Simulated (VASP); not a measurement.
Output of a VASP run:

**OSZICAR**
```
       N       E                     dE             d eps       ncg     rms          rms(c)
DAV:   1     0.153205147239E+03    0.15321E+03   -0.98290E+03  1260   0.117E+03
DAV:   2    -0.194682381175E+02   -0.17267E+03   -0.16698E+03  1260   0.285E+02
DAV:   3    -0.280213595884E+02   -0.85531E+01   -0.81518E+01  1755   0.801E+01
DAV:   4    -0.282419700984E+02   -0.22061E+00   -0.22014E+00  1898   0.118E+01
DAV:   5    -0.282461655269E+02   -0.41954E-02   -0.41949E-02  1772   0.143E+00    0.217E+01
DAV:   6    -0.334866927661E+02   -0.52405E+01   -0.16675E+02  1587   0.323E+02    0.182E+01
DAV:   7    -0.239242775627E+02    0.95624E+01   -0.36803E+01  1548   0.124E+02    0.461E+00
DAV:   8    -0.234242690415E+02    0.50001E+00   -0.37050E+00  1919   0.388E+01    0.103E+00
DAV:   9    -0.234079953871E+02    0.16274E-01   -0.22778E-01  2017   0.538E+00    0.722E-01
DAV:  10    -0.234129052827E+02   -0.49099E-02   -0.10555E-02  2010   0.187E+00    0.764E-01
DAV:  11    -0.234017003113E+02    0.11205E-01   -0.53226E-02  1951   0.587E+00    0.108E-01
DAV:  12    -0.234019393595E+02   -0.23905E-03   -0.25381E-03  1445   0.340E-01    0.518E-02
DAV:  13    -0.234019418543E+02   -0.24948E-05   -0.48857E-05  1991   0.713E-02    0.392E-02
DAV:  14    -0.234019150390E+02    0.26815E-04   -0.77476E-05  1997   0.224E-01    0.962E-03
DAV:  15    -0.234019147257E+02    0.31337E-06   -0.15001E-05  1905   0.704E-02    0.526E-03
DAV:  16    -0.234019146131E+02    0.11256E-06   -0.19279E-07   815   0.513E-03
   1 F= -.23401915E+02 E0= -.23368322E+02  d E =-.671848E-01
```

**OUTCAR**
```
------------------------ aborting loop because EDIFF is reached ----------------------------------------
  FORCE on cell =-STRESS in cart. coord.  units (eV):
  Direction    XX          YY          ZZ          XY          YZ          ZX
  --------------------------------------------------------------------------------------
  Total        1.2318201      1.2318201      2.8985517      0.0000000     -0.0000000      0.0000000
  in kB       22.9286931     22.9286931     53.9526852      0.0000000     -0.0000000      0.0000000
  external PRESSURE =      33.2700238 kB  Pullay stress =       0.0000000 kB
  volume of cell :       86.08
      direct lattice vectors                 reciprocal lattice vectors
    -2.998900000  2.998900000  2.392735000     0.000000000  0.166727800  0.208965890
     2.998900000 -2.998900000  2.392735000     0.166727800  0.000000000  0.208965890
     2.998900000  2.998900000 -2.392735000     0.166727800  0.166727800  0.000000000
 POSITION                                       TOTAL-FORCE (eV/Angst)
 -----------------------------------------------------------------------------------
      0.95131      2.04759      2.39274        -0.030099      0.030099     -0.000000
      2.04759      0.95131      0.00000         0.030099     -0.030099     -0.000000
      0.95131      3.95021      0.00000        -0.030099     -0.030099      0.000000
      2.04759     -0.95131      2.39273         0.030099      0.030099      0.000000
      0.00000      0.00000      1.19637        -0.000000     -0.000000     -0.000000
      0.00000      0.00000      3.58910        -0.000000     -0.000000     -0.000000
 -----------------------------------------------------------------------------------
    total drift:                               -0.000000     -0.000000      0.000000
  FREE ENERGIE OF THE ION-ELECTRON SYSTEM (eV)
  ---------------------------------------------------
  free  energy   TOTEN  =       -23.4019146131 eV

  energy  without entropy=      -23.3347298560  energy(sigma->0) =      -23.36832223
```
(Selected blocks of OUTCAR.)

POSCAR:
```
Al2Cu
1
   -2.9989000000     2.9989000000     2.3927350000
    2.9989000000    -2.9989000000     2.3927350000
    2.9989000000     2.9989000000    -2.3927350000
Al Cu
4 2
Direct
  0.8413900000   0.6586100000   0.5000000000
  0.1586100000   0.3413900000   0.5000000000
  0.6586100000   0.1586100000   0.8172200000
  0.3413900000   0.8413900000   0.1827800000
  0.2500000000   0.2500000000   0.0000000000
  0.7500000000   0.7500000000   0.0000000000
```

Task: Write an INCAR and KPOINTS that could have produced this output.

Result: Several could match; the one computed here: the input of the run itself, PBE GGA, plane waves, VASP's PBE PAW potentials (set 64).

### INCAR
```
SYSTEM = Al2Cu
PREC = Accurate; ENCUT = 300; LREAL = .False.
LASPH = .True.
EDIFF = 1E-6; NELM = 100; ALGO = Normal
LMAXMIX = 4
ISMEAR = 0; SIGMA = 0.272
GGA = PE
ISIF = 2
LWAVE = .False.; LCHARG = .False.
```

File KPOINTS:
```
Automatic mesh
0
Gamma
6 6 6
0 0 0
```

POTCAR, in this order: Al Cu (PBE.64 set). Program: vasp_std.

At this cut-off the stress carries a Pulay error, which pulls relaxed volumes low.

The structure comes from a computed database's Al2Cu entry; how it stands against other phases isn't given here. The cell was not relaxed at this level.
